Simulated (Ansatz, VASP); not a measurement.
**Two plane-wave programs on TaF3**

Contents of INCAR:

```
SYSTEM = TaF3
ALGO = Normal
EDIFF = 1E-6
ENCUT = 520
GGA = PE
ISIF = 2
ISMEAR = -1
LASPH = .TRUE.
LCHARG = .FALSE.
LREAL = .FALSE.
LWAVE = .FALSE.
NBANDS = 24
NELM = 60
PREC = Accurate
SIGMA = 0.15
```

KPOINTS

```
k-points
0
G
  6 6 6
  0 0 0
```

File POSCAR:

```
TaF3
1.0
    3.9963885281      0.0000000000      0.0000000000
    0.0000000000      3.9963885281      0.0000000000
    0.0000000000      0.0000000000      3.9963885281
Ta F
1 3
Direct
    0.0000000000      0.0000000000      0.0000000000
    0.5000000000      0.0000000000      0.0000000000
    0.0000000000      0.5000000000      0.0000000000
    0.0000000000      0.0000000000      0.5000000000
```

Input for Ansatz:

```yaml
crystal:
  lattice:
    - [3.99638852807933, 0.0, 0.0]
    - [0.0, 3.99638852807933, 0.0]
    - [0.0, 0.0, 3.99638852807933]
  atoms:
    - { symbol: Ta, position: [0.0, 0.0, 0.0] }
    - { symbol: F, position: [0.5, 0.0, 0.0] }
    - { symbol: F, position: [0.0, 0.5, 0.0] }
    - { symbol: F, position: [0.0, 0.0, 0.5] }
basis:
  ecutwfc: 470.0
kpoints:
  mp_grid:
    grid: [6, 6, 6]
hamiltonian:
  xc: pbe
scf:
  occupations:
    method: fermi_dirac
    width: 0.15
output:
  stress: true
```

Alike in both runs: task single point; functional PBE; k mesh 6 × 6 × 6; occupations fermi-dirac, width 0.15 eV; no spin polarisation.

|  | VASP | Ansatz |
| --- | --- | --- |
| version | VASP 6.6.1 | Ansatz 0.2.0 |
| potentials or method | VASP PAW PBE potentials, release 64 (Ta_pv, F) | plane waves, PAW |
| plane-wave cutoff (eV) | 520 | 470 |
| valence electrons in the cell | 32 | 34 |

```tsv
	VASP	Ansatz	Ansatz less VASP
pressure (GPa)	12.9	12.7	-0.20
```

The two sets of potentials don't hold the same shells in valence.

The runs have no spin-orbit coupling, so splittings on Ta are missing.
